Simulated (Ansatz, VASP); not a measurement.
KPt in VASP and in Ansatz

```
K Pt
1.0
     3.04034    0.00000    0.00000
    -1.52017    2.63301    0.00000
     0.00000    0.00000    5.41592
K Pt
1 1
Direct
  0.33333 0.66667 0.50000
  0.00000 0.00000 0.00000
```

The cell comes from a database or a generator and needn't be the stable form of this composition.

Alike in both runs: task single point; functional PBE; k mesh 11 × 11 × 6; occupations fermi-dirac, width 0.1 eV; no spin polarisation.

|  | VASP | Ansatz |
| --- | --- | --- |
| version | VASP 6.6.1 | Ansatz 0.2.0 |
| potentials or method | VASP PAW PBE potentials, release 64 (K_sv, Pt) | plane waves, PAW |
| plane-wave cutoff (eV) | 520 | 470 |
| valence electrons in the cell | 19 | 27 |

|  | VASP | Ansatz | Ansatz less VASP |
| --- | --- | --- | --- |
| pressure (GPa) | -1.7 | -1.8 | -0.13 |

With one functional, cell and mesh, what is left measures potentials, basis and numerics. The two sets of potentials don't hold the same shells in valence.

The runs have no spin-orbit coupling, so splittings on Pt are missing.
